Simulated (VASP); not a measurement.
Crystal: InSb.

```
In Sb
1.0
     0.00000    3.26032    3.26032
     3.26032    0.00000    3.26032
     3.26032    3.26032    0.00000
In Sb
1 1
Cartesian
  0.0000 0.0000 0.0000
  1.6302 1.6302 1.6302
```

Base run:

- Program: VASP 6.6.1
- Functional: PBE
- Potentials or basis: VASP PAW PBE potentials, release 64 (In_d, Sb)
- Cutoff: 520 eV
- k mesh: 10 × 10 × 10
- Occupations: gaussian, width 0.03 eV
- Spin: no spin polarisation

Its results: pressure 2.2 GPa.

After a change of settings the same cell gave: pressure -1.3 GPa. Which change was it?
A. functional from PBE to r2SCAN
B. k mesh from 10 × 10 × 10 to 6 × 6 × 6; spin from no spin polarisation to spin-orbit coupling, no magnetisation
C. further incar settings from ALGO = Normal; EDIFF = 1e-07 to ALGO = Normal; EDIFF = 1e-07; NBANDS = 57
D. functional from PBE to LDA; potentials or basis from VASP PAW PBE potentials, release 64 (In_d, Sb) to VASP PAW LDA potentials, release 64 (In_d, Sb)

D.
